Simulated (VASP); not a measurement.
Runs of VASP 6.6.1 on TiCo. Symmetry: Pm-3m, No. 221, cubic system. The conventional cell has a = 2.986 Å, b = 2.986 Å, c = 2.986 Å, α = 90.00°, β = 90.00°, γ = 90.00°. Ti (site symmetry m-3m) has 8 Co at 2.59 Å as nearest neighbours. Co (site symmetry m-3m) has 8 Ti at 2.59 Å as nearest neighbours. The cell comes from a database or a generator and needn't be the stable form of this composition.

```tsv
level	potentials or basis	cutoff (eV)	gap on the mesh (eV)	pressure (GPa)	moment (μB)	relaxed volume (Å³/atom)
RPBE	VASP PAW PBE potentials, release 64 (Ti_sv, Co)	600	none	0.0	0.90	13.65
PBEsol	VASP PAW PBE potentials, release 64 (Ti_sv, Co)	600	none	-0.1	0.57	(b)
PBEsol	VASP PAW PBE potentials, release 64 (Ti, Co)	580	none	0.0	0.58	12.61
PBE+D3(BJ)	VASP PAW PBE potentials, release 64 (Ti_sv, Co)	600	none	0.0	(a)	12.71
PBE	VASP PAW PBE potentials, release 64 (Ti_sv, Co)	600	none	0.0	0.87	13.26
```

Alike in all rows: task relaxation of cell and atoms; spin collinear, ferromagnetic start; cell relaxed; k mesh 14 × 14 × 14; smearing gaussian 0.1 eV.

Problem. Fill in the values left out.

Solution. (a) 0.78; (b) 12.64.

Caveats: the PAW data sets were made with another functional, which shifts forces and pressure a little (some runs); pairwise dispersion overbinds metals, which lowers pressure and volume (some runs).

A k mesh can miss the band edges.

A gap of «none» marks a metal or a gap under the smearing width.

Not every run made on this cell is shown here.
